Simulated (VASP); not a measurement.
EuAl4Si2Rh, 8 atoms in the cell. It takes space group P4/mmm (No. 123, tetragonal). The conventional cell has a = 4.176 Å, b = 4.176 Å, c = 8.289 Å, α = 90.00°, β = 90.00°, γ = 90.00°. Eu (site symmetry 4/mmm) has 8 Si at 3.18 Å and 8 Al at 3.45 Å as nearest neighbours. Al (site symmetry 2mm) is surrounded by 2 Rh at 2.51 Å and 2 Si at 2.61 Å and 1 Al at 2.79 Å. Around Si (site symmetry 4mm) lie 1 Si at 2.36 Å and 4 Al at 2.61 Å. Around Rh (site symmetry 4/mmm) lie 8 Al at 2.51 Å. 

- Program: VASP 6.6.1
- Task: electric field gradients
- Functional: r2SCAN
- Potentials or basis: VASP PAW PBE potentials, release 64 (Eu, Al, Si, Rh_pv)
- Cutoff: 520 eV
- k mesh: 6 × 6 × 3
- Occupations: fermi-dirac, width 0.02 eV
- Spin: collinear spin, ferromagnetic start
- Starting moments: [7.0, 0.0, 0.0, 0.0, 0.0, 0.0, 0.0, 0.0] μB
- Further INCAR settings: ALGO = Normal; EDIFF = 1e-07

Potentials or basis: VASP PAW PBE potentials, release 64 (Eu, Al, Si, Rh_pv).

Command:

```bash
$ cat potpaw_PBE.64/Eu/POTCAR potpaw_PBE.64/Al/POTCAR potpaw_PBE.64/Si/POTCAR potpaw_PBE.64/Rh_pv/POTCAR > POTCAR
$ mpirun -np 1 vasp_std > vasp.out
```

Hardware: 1 thread of Intel(R) Xeon(R) 6975P-C (Granite Rapids), on a shared host.

Estimate the wall time of this run.

It took 9.6 min on 1 thread of Intel(R) Xeon(R) 6975P-C (Granite Rapids) (shared host), peak memory 0.46 GiB. Counts: scf iterations 26, k points 20.
